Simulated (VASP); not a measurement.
Consider the following.

```
PbTe
1.0
    0.00000     3.37866     3.37866
    3.37866     0.00000     3.37866
    3.37866     3.37866     0.00000
Te Pb
1 1
Direct
  0.50000   0.50000   0.50000
  0.00000   0.00000   0.00000
```

Method: revPBE GGA, VASP's PBE PAW potentials (set 64) (plane waves; VASP 6.6.1). Settings: 520 eV cut-off, 7×7×7 Γ-centred mesh, Gaussian smearing of 0.050 eV, potentials Te Pb_d.

Q: Give the stress tensor in GPa (positive for a compressed cell).

A: 
```
-1.80   0.00   0.00
 0.00  -1.80   0.00
 0.00   0.00  -1.80
```
The pressure is its mean diagonal, -1.80 GPa.

The compound is PbTe in the rock salt structure. This cell is one point of a volume scan, at 1.06 of the reference volume.
